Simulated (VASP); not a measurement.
Given:

```yaml
crystal:
  lattice:
    - [1.63083, -2.82468, 0.00000]
    - [1.63083, 2.82468, 0.00000]
    - [0.00000, 0.00000, 5.30738]
  atoms:
    - { symbol: Ga, position: [0.66667, 0.33333, 0.50008] }
    - { symbol: Ga, position: [0.33333, 0.66667, 0.00008] }
    - { symbol: N, position: [0.66667, 0.33333, 0.87692] }
    - { symbol: N, position: [0.33333, 0.66667, 0.37692] }
```

Calculation: revTPSS meta-GGA, VASP's PBE PAW potentials (set 64) (plane waves; VASP). Settings: 520 eV cut-off, 8×8×4 Γ-centred mesh, Gaussian smearing of 0.050 eV, potentials Ga_d N.

Task: Give the stress tensor in GPa (positive for a compressed cell).

Result: 
```
-9.74   0.00   0.00
 0.00  -9.74   0.00
 0.00   0.00  -9.68
```
The pressure is its mean diagonal, -9.72 GPa.

The compound is GaN in the wurtzite structure. This cell is one point of a volume scan, at 1.06 of the reference volume.
